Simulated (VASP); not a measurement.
Level of theory: AM05 GGA, VASP's PBE PAW potentials (set 64) (plane waves; VASP).

VASP ran on this input.

INCAR:
```
SYSTEM = BaTiO3
PREC = Accurate; ENCUT = 520; LREAL = .FALSE.
LASPH = .TRUE.
EDIFF = 1E-7; NELM = 100; ALGO = Normal
LMAXMIX = 4
ISMEAR = 0; SIGMA = 0.05
GGA = AM
ISIF = 2
LWAVE = .FALSE.; LCHARG = .FALSE.
```

POSCAR:
```
BaTiO3
1
    3.9479231793     0.0000000000     0.0000000000
    0.0000000000     3.9479231793     0.0000000000
    0.0000000000     0.0000000000     3.9479231793
Ba Ti O
1 1 3
Direct
  0.0000000000   0.0000000000   0.0000000000
  0.5000000000   0.5000000000   0.5000000000
  0.5000000000   0.0000000000   0.5000000000
  0.0000000000   0.5000000000   0.5000000000
  0.5000000000   0.5000000000   0.0000000000
```

KPOINTS:
```
Regular mesh
0
gamma
 6 6 6
0 0 0
```

POTCAR, in this order: Ba_sv Ti_sv O (PBE.64 set). Program: vasp_std.

Output of the run:

**OUTCAR**
```
 ion  position               nearest neighbor table
   1  0.000  0.000  0.000-   3 2.79   4 2.79   5 2.79   3 2.79   4 2.79   4 2.79   5 2.79   4 2.79
                             3 2.79   5 2.79   3 2.79   5 2.79   2 3.42   2 3.42   2 3.42   2 3.42
   2  0.500  0.500  0.500-   3 1.97   4 1.97   5 1.97   5 1.97   3 1.97   4 1.97   1 3.42   1 3.42
                             1 3.42   1 3.42   1 3.42   1 3.42   1 3.42   1 3.42
   3  0.500  0.000  0.500-   2 1.97   2 1.97   1 2.79   1 2.79   1 2.79   1 2.79
   4  0.000  0.500  0.500-   2 1.97   2 1.97   1 2.79   1 2.79   1 2.79   1 2.79
   5  0.500  0.500  0.000-   2 1.97   2 1.97   1 2.79   1 2.79   1 2.79   1 2.79
  LATTYP: Found a simple cubic cell.
 ALAT       =     3.9479231793
 Subroutine PRICEL returns:
 Original cell was already a primitive cell.
 Subroutine GETGRP returns: Found 48 space group operations
The static configuration has the point symmetry O_h .
The dynamic configuration has the point symmetry O_h .
 Subroutine INISYM returns: Found 48 space group operations
 Subroutine IBZKPT returns following result:
 Found     20 irreducible k-points:

 Following reciprocal coordinates:
            Coordinates               Weight
  0.000000  0.000000  0.000000      1.000000
  0.166667  0.000000  0.000000      6.000000
  0.333333  0.000000  0.000000      6.000000
  0.500000  0.000000  0.000000      3.000000
  0.166667  0.166667  0.000000     12.000000
  0.333333  0.166667  0.000000     24.000000
  0.500000  0.166667  0.000000     12.000000
  0.333333  0.333333  0.000000     12.000000
  0.500000  0.333333  0.000000     12.000000
  0.500000  0.500000  0.000000      3.000000
  0.166667  0.166667  0.166667      8.000000
  0.333333  0.166667  0.166667     24.000000
  0.500000  0.166667  0.166667     12.000000
  0.333333  0.333333  0.166667     24.000000
  0.500000  0.333333  0.166667     24.000000
  0.500000  0.500000  0.166667      6.000000
  0.333333  0.333333  0.333333      8.000000
  0.500000  0.333333  0.333333     12.000000
  0.500000  0.500000  0.333333      6.000000
  0.500000  0.500000  0.500000      1.000000
   k-points           NKPTS =     20   k-points in BZ     NKDIM =     20   number of bands    NBANDS=     24
   number of dos      NEDOS =    301   number of ions     NIONS =      5
   total plane-waves  NPLWV =  27000
   dimension x,y,z NGX =    30 NGY =   30 NGZ =   30
   dimension x,y,z NGXF=    60 NGYF=   60 NGZF=   60
   ions per type =               1   1   3
   PREC   = accura    normal or accurate (medium, high low for compatibility)
   ISTART =      0    job   : 0-new  1-cont  2-samecut
   ICHARG =      2    charge: 1-file 2-atom 10-const
   ISPIN  =      1    spin polarized calculation?
   LNONCOLLINEAR =      F non collinear calculations
   LSORBIT =      F    spin-orbit coupling
   INIWAV =      1    electr: 0-lowe 1-rand  2-diag
   ENCUT  =  520.0 eV  38.22 Ry    6.18 a.u.   7.34  7.34  7.34*2*pi/ulx,y,z
   NELM   =    100;   NELMIN=  2; NELMDL= -5     # of ELM steps
   EDIFF  = 0.1E-06   stopping-criterion for ELM
   LREAL  =      F    real-space projection
   NLSPLINE    = F    spline interpolate recip. space projectors
   LMAXMIX     =    4 max onsite mixed and CHGCAR
   VOSKOWN=      0    Vosko Wilk Nusair interpolation
   EDIFFG = 0.1E-05   stopping-criterion for IOM
   NSW    =      0    number of steps for IOM
   NBLOCK =      1;   KBLOCK =      1    inner block; outer block
   IBRION =     -1    ionic relax: 0-MD 1-quasi-New 2-CG
   NFREE  =      0    steps in history (QN), initial steepest desc. (CG)
   ISIF   =      2    stress and relaxation
   ISYM   =      2    0-nonsym 1-usesym 2-fastsym
   TEIN   =    0.0    initial temperature
   TEBEG  =    0.0;   TEEND  =   0.0 temperature during run
   SMASS  =  -3.00    Nose mass-parameter (am)
   PSTRESS=    0.0 pullay stress
   NELECT =      40.0000    total number of electrons
   EFERMI =   0.00;   METHOD = LEGACY
   ISMEAR =     0;   SIGMA  =   0.05  broadening in eV -4-tet -1-fermi 0-gaus
...
```

OSZICAR:
```
       N       E                     dE             d eps       ncg     rms          rms(c)
DAV:   1     0.454172643678E+03    0.45417E+03   -0.21687E+04   960   0.183E+03
DAV:   2    -0.381210575658E+01   -0.45798E+03   -0.45023E+03  1160   0.491E+02
DAV:   3    -0.486919353117E+02   -0.44880E+02   -0.43273E+02  1408   0.147E+02
DAV:   4    -0.507108830004E+02   -0.20189E+01   -0.20178E+01  1288   0.283E+01
DAV:   5    -0.507830948608E+02   -0.72212E-01   -0.72209E-01  1392   0.400E+00    0.242E+01
DAV:   6    -0.408093414087E+02    0.99738E+01   -0.65428E+01  1416   0.772E+01    0.101E+01
DAV:   7    -0.408357659695E+02   -0.26425E-01   -0.95204E+00  1192   0.226E+01    0.672E+00
DAV:   8    -0.407531979013E+02    0.82568E-01   -0.15130E+00  1320   0.122E+01    0.232E+00
DAV:   9    -0.407336041787E+02    0.19594E-01   -0.27565E-01  1184   0.449E+00    0.927E-01
DAV:  10    -0.407391741881E+02   -0.55700E-02   -0.13749E-01  1160   0.247E+00    0.965E-01
DAV:  11    -0.407272386175E+02    0.11936E-01   -0.92993E-02  1352   0.226E+00    0.196E-01
DAV:  12    -0.407268504323E+02    0.38819E-03   -0.34339E-03  1144   0.563E-01    0.600E-02
DAV:  13    -0.407269068319E+02   -0.56400E-04   -0.15623E-03  1368   0.279E-01    0.716E-02
DAV:  14    -0.407268470246E+02    0.59807E-04   -0.33721E-04  1336   0.133E-01    0.173E-02
DAV:  15    -0.407268465954E+02    0.42925E-06   -0.22481E-05  1168   0.392E-02    0.887E-03
DAV:  16    -0.407268459363E+02    0.65907E-06   -0.13197E-05  1408   0.273E-02    0.493E-03
DAV:  17    -0.407268457589E+02    0.17744E-06   -0.11328E-06  1240   0.972E-03    0.330E-03
DAV:  18    -0.407268456560E+02    0.10283E-06   -0.13952E-07   600   0.307E-03    0.105E-03
DAV:  19    -0.407268456227E+02    0.33393E-07   -0.72852E-08   640   0.209E-03
   1 F= -.40726846E+02 E0= -.40726846E+02  d E =-.130690E-26
```

**OUTCAR**
```
------------------------ aborting loop because EDIFF is reached ----------------------------------------
  FORCE on cell =-STRESS in cart. coord.  units (eV):
  Direction    XX          YY          ZZ          XY          YZ          ZX
  --------------------------------------------------------------------------------------
  Total        2.2439277      2.2439277      2.2439277      0.0000000      0.0000000      0.0000000
  in kB       58.4269704     58.4269704     58.4269704      0.0000000      0.0000000      0.0000000
  external PRESSURE =      58.4269704 kB  Pullay stress =       0.0000000 kB
  volume of cell :       61.53
      direct lattice vectors                 reciprocal lattice vectors
     3.947923179  0.000000000  0.000000000     0.253297735  0.000000000  0.000000000
     0.000000000  3.947923179  0.000000000     0.000000000  0.253297735  0.000000000
     0.000000000  0.000000000  3.947923179     0.000000000  0.000000000  0.253297735
 POSITION                                       TOTAL-FORCE (eV/Angst)
 -----------------------------------------------------------------------------------
      0.00000      0.00000      0.00000         0.000000      0.000000      0.000000
      1.97396      1.97396      1.97396         0.000000      0.000000      0.000000
      1.97396      0.00000      1.97396         0.000000      0.000000      0.000000
      0.00000      1.97396      1.97396         0.000000      0.000000      0.000000
      1.97396      1.97396      0.00000         0.000000      0.000000      0.000000
 -----------------------------------------------------------------------------------
    total drift:                                0.000000      0.000000     -0.000000
  FREE ENERGIE OF THE ION-ELECTRON SYSTEM (eV)
  ---------------------------------------------------
  free  energy   TOTEN  =       -40.7268456227 eV

  energy  without entropy=      -40.7268456227  energy(sigma->0) =      -40.72684562
```
(Selected blocks of OUTCAR.)

The compound is BaTiO3 in the cubic perovskite structure, the ideal cubic form; the compound distorts at low or room temperature. This cell is one point of a volume scan, at 0.97 of the reference volume.
